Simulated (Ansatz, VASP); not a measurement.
**Cross-check of Ta2SNO (Ta2NOS MXene, 1 layer) between VASP and Ansatz**

Aim: how closely do two programs agree when they are given the same cell, functional and k mesh? Of the first pair: The structure shown is the start of the Ansatz relaxation below; VASP solves that cell, so the two are compared at the walk's first step.

Main program and level: Ansatz 0.2.0; plane waves, with VASP 6.6.1 beside it; single point at PBE.

## (1) Starting point

The cell holds 5 atoms: 1 S, 2 Ta, 1 N and 1 O. Its edges and angles: a = 3.155 Å, b = 3.155 Å, c = 21.533 Å, α = 90.0°, β = 90.0°, γ = 120.0°. Vacuum lies along c.

## (2) Ansatz: relaxation, PBE

Ansatz runs on its default PAW (the set named soft_2) files.

The two programs are compared at the cell with which this relaxation starts, whose forces are those of its first step.

File input.yaml:

```yaml
crystal:
  lattice:
    - [3.15458, 0.0, 0.0]
    - [-1.57729, 2.7319464183, 0.0]
    - [0.0, 0.0, 21.5329259387]
  atoms:
    - { symbol: S, position: [0.3333333333, 0.6666666667, 0.3715240568] }
    - { symbol: Ta, position: [0.6666666667, 0.3333333333, 0.4563879687] }
    - { symbol: "N", position: [0.0, 0.0, 0.5141930819] }
    - { symbol: Ta, position: [0.3333333333, 0.6666666667, 0.5719981952] }
    - { symbol: O, position: [0.6666666667, 0.3333333333, 0.6284759432] }
kpoints:
  mp_grid: { grid: [12, 12, 1] }
hamiltonian:
  xc: pbe
scf:
  occupations: { method: fermi_dirac, width: 0.05 }
  convergence: { dr2_threshold: 1.0e-08 }
efield:
  axis: 3
  dipole_correction: true
  ramp_position: 0.97
  ramp_width: 0.04
relax:
  f_tol: 0.01
  cell: { fix: [c, alpha, beta] }
output:
  write_potential: true
  write_density: true
  volumetric_format: npy
```

Started as:

```bash
$ ansatz run input.yaml --threads 4 --pin off --max-ram 8192MiB --backend cpu --events-out ev --progress --plain --runs-dir out
```

Numbers of over 12 decimals in the logs are rounded to 6 here.

What it wrote:

```text
Warning: relax.cell: scf.convergence.dr2_threshold = 1e-8 eV is looser than the 5e-10 eV advised for a relaxation that steers and ends on the stress (1e-10 eV for each atom of the cell: 5). What an SCF threshold leaves in a stress goes as its square root, and in the free energy as the threshold itself, and one threshold admits the most on a small cell: [figures from the program's tests cut] Set scf.convergence.dr2_threshold to 5e-10 eV or tighter. The threshold is an SCF's pass mark: one that does not reach it within its budget of iterations ends unconverged, or closes short of it on a stop that the run arms, and scf.convergence.dr2_threshold's page says what that costs each kind of run
Engine: ansatz 0.2.0, aarch64-unknown-linux-gnu
Pseudopotentials: kind: paw
Pseudopotential: S, paw, valence charge 6, recommended cutoff 420 eV (normal), S.paw.azcp
Pseudopotential: Ta, paw, valence charge 13, recommended cutoff 420 eV (normal), Ta.paw.azcp
Pseudopotential: N, paw, valence charge 5, recommended cutoff 420 eV (normal), N.paw.azcp
Pseudopotential: O, paw, valence charge 6, recommended cutoff 420 eV (normal), O.paw.azcp
Functional definition: PBE
  parameter kappa = 0.804
  parameter beta = 0.066725
  exchange = pbe_x(kappa = kappa, mu = beta*pi^2/3)
  correlation = pbe_c(beta = beta)
Crystal: 5 atoms, lattice volume = 185.574 Å³
Basis set: ecut = 420 eV, 3611 PW (Γ), exchange–correlation on 48×48×288 points (8 copies of the dense FFT grid, shifted against one another)
Bands: 27, of which v1, the nominal top of the filled ones, is band 22 counted from 1 (21 counted from 0)
Symmetry: 6 space group operations
Space group: P3m1 (ITA 156), of the structure as read, at distance tolerance 5.7e-5 Å
k-points: 19 of 144 (time reversal used)
Non-local potential: S, projectors of the file, l = 0: 2, l = 1: 2, l = 2: 2
Non-local potential: Ta, projectors of the file, l = 0: 3, l = 1: 2, l = 2: 2, l = 3: 1
Non-local potential: N, projectors of the file, l = 0: 2, l = 1: 2, l = 2: 1
Non-local potential: O, projectors of the file, l = 0: 2, l = 1: 2, l = 2: 1
PAW form: soft (Blöchl's): semilocal exchange-correlation on the pseudo side does not see the compensation charge
PAW one-centre angular grid: S, 110 points (default); XC on 64 Gauss nodes
PAW one-centre angular grid: Ta, 590 points (default); XC on 64 Gauss nodes
PAW one-centre angular grid: N, 110 points (default); XC on 64 Gauss nodes
PAW one-centre angular grid: O, 110 points (default); XC on 64 Gauss nodes
Initial density: superposition of atomic densities (neutral atoms: chi_scale 0, normalization atom), corrected by the library's trained network
Initial wavefunctions: pseudopotential atomic-orbital guess
Functional: x = pbe(κ = 0.804, μ = 0.219515), c = pbe(β = 0.066725)
SCF iter   1: F=—  HF=-21721.981546 eV  |F-HF|=—  |Δ(HF+E_count)|=         —  Δρ=3.53e-3  dr2=4.45e-2  ethr=1.77e-3  p=-0.044 e·Å  D=-4.28e-2 V/Å  ΔV_dip=0.92 eV  dr2_dipole=6.76e-3  V_vac-E_F(+/−)=6.11/5.19 eV  ⟨swp⟩=8.6  Hψ=3018  notcnv=0
efield: sawtooth ramp at fractional position 0.9700 (set: `efield.ramp_position`, or a place that a band, a saddle search or an elastic batch's reference lends), width 0.0400; the density the first Hamiltonian is built on has a dipole p = -0.044 e·Å; the dipole correction subtracts the counter field D = -4.28e-2 V/Å, which shifts the + side's vacuum level by +0.92 eV against the − side's; the planar-averaged density in the ramp window peaks in size at 2.9e-5 e/Å³
preconditioner: auto → LDOS  [metal: Δε(μ)=0.055 eV  Ē_g=9.180 eV  σ=0.050 eV  W_gap=0.26  n_scr=14 (ndim 8)  ℏωp=14.2 eV  f_vac=0.606  D(μ)=1.60/eV (n_scr^D=8)  β→1.0]
SCF iter   2: F=—  HF=-21721.980641 eV  |F-HF|=—  |Δ(HF+E_count)|=   9.05e-4  Δρ=1.41e-3  dr2=1.61e-2  ethr=1.03e-4  p=-0.033 e·Å  D=-3.24e-2 V/Å  ΔV_dip=0.70 eV  dr2_dipole=1.26e-3  V_vac-E_F(+/−)=5.74/5.04 eV  ⟨swp⟩=2.7  Hψ=976  notcnv=0  defer=4
SCF iter   3: F=—  HF=-21721.979408 eV  |F-HF|=—  |Δ(HF+E_count)|=   1.23e-3  Δρ=4.25e-4  dr2=1.31e-3  ethr=3.75e-5  p=-0.034 e·Å  D=-3.32e-2 V/Å  ΔV_dip=0.72 eV  dr2_dipole=2.90e-5  V_vac-E_F(+/−)=5.85/5.13 eV  ⟨swp⟩=2.0  Hψ=651  notcnv=0  defer=4
SCF iter   4: F=—  HF=-21721.979322 eV  |F-HF|=—  |Δ(HF+E_count)|=   8.62e-5  Δρ=1.23e-4  dr2=3.70e-5  ethr=3.05e-6  p=-0.035 e·Å  D=-3.45e-2 V/Å  ΔV_dip=0.74 eV  dr2_dipole=1.88e-6  V_vac-E_F(+/−)=5.84/5.10 eV  ⟨swp⟩=2.5  Hψ=772  notcnv=0  defer=4
SCF iter   5: F=—  HF=-21721.979298 eV  |F-HF|=—  |Δ(HF+E_count)|=   2.40e-5  Δρ=3.06e-5  dr2=8.11e-7  ethr=8.61e-8  p=-0.035 e·Å  D=-3.42e-2 V/Å  ΔV_dip=0.74 eV  dr2_dipole=1.94e-8  V_vac-E_F(+/−)=5.84/5.10 eV  ⟨swp⟩=3.2  Hψ=1058  notcnv=0  defer=4
[...]
SCF 9 converged in 5 iterations: F = -21722.554320 eV  dr2 = 4.10e-10
relax step   9: F+E_penalty+E_count = -21722.55432023 eV  Δ(F+E_penalty+E_count) = +1.090e-4 eV  max|allowed force component| = 4.599e-3 eV/Å  Δτ_max = 0.0011 Å  P = -0.003 GPa  Ω = 192.635 Å³  energy of the carried Pulay correction = -1.493e-4 eV  fix = [c, alpha, beta]  reactions: c -0.004 GPa  (5 SCF iters, accepted)
iter 1 solved again at ethr=4.77e-7 eV; its pass at ethr=3.10e-3 eV (dr2=2.05e-4 eV) is discarded
SCF iter   1: F=—  HF=-21722.554404 eV  |F-HF|=—  |Δ(HF+E_count)|=         —  Δρ=1.06e-5  dr2=1.76e-8  ethr=4.77e-7  p=0.003 e·Å  D=2.79e-3 V/Å  ΔV_dip=-0.06 eV  dr2_dipole=5.65e-11  V_vac-E_F(+/−)=4.99/5.05 eV  ⟨swp⟩=4.3  Hψ=4580  notcnv=0
efield: sawtooth ramp at fractional position 0.9700 (set: `efield.ramp_position`, or a place that a band, a saddle search or an elastic batch's reference lends), width 0.0400; the density the first Hamiltonian is built on has a dipole p = 0.003 e·Å; the dipole correction subtracts the counter field D = 2.79e-3 V/Å, which shifts the + side's vacuum level by -0.06 eV against the − side's; the planar-averaged density in the ramp window peaks in size at 4.2e-6 e/Å³
eigensolver tolerance schedule: the retry pair's looser diagonalisation over-reported the residual by 11678.38 of it (diagonalisation noise at an unbounded share of the residual, at the tolerance the schedule requests for it); recorded, not acted on — ethr = c·dr2/N_el stays at c = 1.0e-1
preconditioner: auto → LDOS  [metal: Δε(μ)=0.110 eV  Ē_g=9.563 eV  σ=0.050 eV  W_gap=0.48  n_scr=14 (ndim 8)  ℏωp=13.9 eV  f_vac=0.630  D(μ)=1.29/eV (n_scr^D=6)  β→1.0]
SCF iter   2: F=—  HF=-21722.554453 eV  |F-HF|=—  |Δ(HF+E_count)|=   4.96e-5  Δρ=4.15e-6  dr2=3.08e-8  ethr=4.08e-11  p=0.003 e·Å  D=2.78e-3 V/Å  ΔV_dip=-0.06 eV  dr2_dipole=1.55e-10  V_vac-E_F(+/−)=4.99/5.05 eV  ⟨swp⟩=5.0  Hψ=1789  notcnv=0
SCF iter   3: F=-21722.554453 eV  HF=-21722.554453 eV  |F-HF|=1.20e-10  |Δ(HF+E_count)|=   1.35e-9  Δρ=9.01e-7  dr2=1.02e-9  ethr=2.33e-11  p=0.003 e·Å  D=2.78e-3 V/Å  ΔV_dip=-0.06 eV  dr2_dipole=8.91e-13  V_vac-E_F(+/−)=4.99/5.05 eV  ⟨swp⟩=11.9  Hψ=4619  notcnv=0
SCF 10 converged in 3 iterations: F = -21722.554453 eV  dr2 = 1.02e-9
relax step  10: F+E_penalty+E_count = -21722.55445334 eV  Δ(F+E_penalty+E_count) = -1.331e-4 eV  max|allowed force component| = 4.609e-3 eV/Å  Δτ_max = 0.0000 Å  P = -0.002 GPa  Ω = 192.635 Å³  fix = [c, alpha, beta]  reactions: c -0.004 GPa  stress off target by 1.92e-3 GPa on what of the cell is left free  SCF on the basis re-selected at this cell (its energy is not comparable with the rows above)  (3 SCF iters)
basis re-selected at this cell: Δ(F+E_penalty+E_count) = -1.331e-4 eV, ΔP = +0.000 GPa vs the last step (what re-selecting the basis moved, of the pressure what is left beyond the Pulay correction that the steps carried, after the strain that the cell walked since its last selection, with what the two solves' SCF thresholds leave and, on support functions, any second-order correction that the steps lacked; it is no m [...]
WARN: The output density's exchange-correlation potential varies sharply where the density is thin. Do not read a vacuum level from v_tot or v_xc, or from such a field of the output density. On a cell that repeats whose density bears no net charge and no dipole along the vacuum's axis use v_es (v_loc + v_h of the components); under efield.dipole_correction with no amplitude use v_es + v_field, which holds any externa [...]
SCF converged after 3 iterations
Free energy (F): -21722.554453 eV
Harris-Foulkes:  -21722.554453 eV  (|F-HF|=1.20e-10)
Internal energy: -21722.543949 eV  (E = F + TS)
E sigma→0 (E₀):  -21722.549201 eV
Entropy (-TS):   -0.010505 eV (-2.101 meV/atom)
Fermi energy:    1.945566 eV
Dipole field:    D = 0.002781 V/Å  (p = 0.002960 e·Å, saw-weighted, corrected)
Work function:   Φ+ = 4.9920 eV   Φ− = 5.0519 eV
Levels:          The Fermi level and band energies are counted from a zero that moves with the ramp; work functions are not
--- Per-component energies (eV) ---
  E_band       = -826.843866
  E_kinetic    = 1147.247692
  E_local      = -37502.951705  (includes V_loc(G=0)·N_el)
  E_nonlocal   = 150.420097
  E_hartree    = 18166.258364
  E_xc         = -669.403474
  E_vxc        = -668.119755  (∫ρ·V_xc dr)
  E_paw        = -17678.906657  (= ΣΔE_a)
  E_vpaw       = -285.908474  (= ΣTr[D̂ρ^β])
  E_aug_tail   = 0.002880  (compensation charges beyond the density's cutoff)
  E_efield     = 0.000004  (sawtooth field / dipole correction)
  E_vefield    = -0.051179  (∫n·V_field dr)
  E_ewald      = 14664.788851
  E_smearing   = -0.010505  (= −TS)
  E_closure    = 0.000000  (closes the sum)
  Σ components = -21722.554453   (vs F -21722.554453, Δ=0.00e0)
--- Forces (eV/Å), atoms counted from 1 ---
  atom   1  S      0.00000000    -0.00000000    -0.00034591
  atom   2  Ta    -0.00000000     0.00000000     0.00266622
  atom   3  N      0.00000000     0.00000000     0.00032896
  atom   4  Ta     0.00000000     0.00000000    -0.00461126
  atom   5  O     -0.00000000     0.00000000     0.00195112
  max |Σ_I F_I| component: 1.09e-5 eV/Å
--- Stress (GPa, compression-positive) ---
       -0.001924       0.000000      -0.000000
        0.000000      -0.001924       0.000000
       -0.000000       0.000000      -0.003613
  P = ⅓ Tr σ = -0.0025 GPa (-0.025 kbar)
--- Band table (eV; the first three rows and the last of 19) ---
  k-point 0: bands = [... 18 lower, 0.2249, 0.2249, 0.7303, 0.7303, 1.3170, 2.8353, 3.3072, 3.3072, ... 1 higher]
  k-point 1: bands = [... 18 lower, -0.3086, -0.0808, 0.7406, 1.1495, 1.5586, 2.9269, 3.3926, 3.4566, ... 1 higher]
  k-point 2: bands = [... 18 lower, -0.7819, -0.3388, 0.3170, 1.6856, 2.0224, 3.0877, 3.7457, 3.8511, ... 1 higher]
  k-point 18: bands = [... 18 lower, -2.4619, -1.9468, 1.4597, 2.1885, 2.4388, 4.1085, 4.4900, 4.7657, ... 1 higher]
--- Relaxed structure (8 steps of the walk, 7 accepted, 2 SCFs on fresh bases) ---
  F+E_penalty+E_count = -21722.55445334 eV   max|allowed force component| = 4.609e-3 eV/Å   (the final SCF, on the basis selected at the relaxed cell)
  cell:  # Å, volume = 192.6353 Å³
    - [3.214038, 0.0, 0]
    - [-1.607019, 2.783439, 0]
    - [0, 0, 21.5329259387]
  atoms:
    - { symbol: S, position: [0.333333, 0.666667, 0.383473] }
    - { symbol: Ta, position: [0.666667, 0.333333, 0.458689] }
    - { symbol: N, position: [1.0829097324735236e-18, 0, 0.516337] }
    - { symbol: Ta, position: [0.333333, 0.666667, 0.567838] }
    - { symbol: O, position: [0.666667, 0.333333, 0.616243] }
```

(Continued in part 2 of 2.)

[Lines on the potential files, build, host, timing and source positions are cut from VASP's logs without a mark.]

[Logs are printed without paths, hosts, clocks, repeated set-up lines and the standing remarks that a program may print on its own settings, such as how far it seeks lower states.]

[Hosts, paths, dates, database ids (printed as entryN), source tags and the programs' standing remarks are cut or masked in the printed files.]
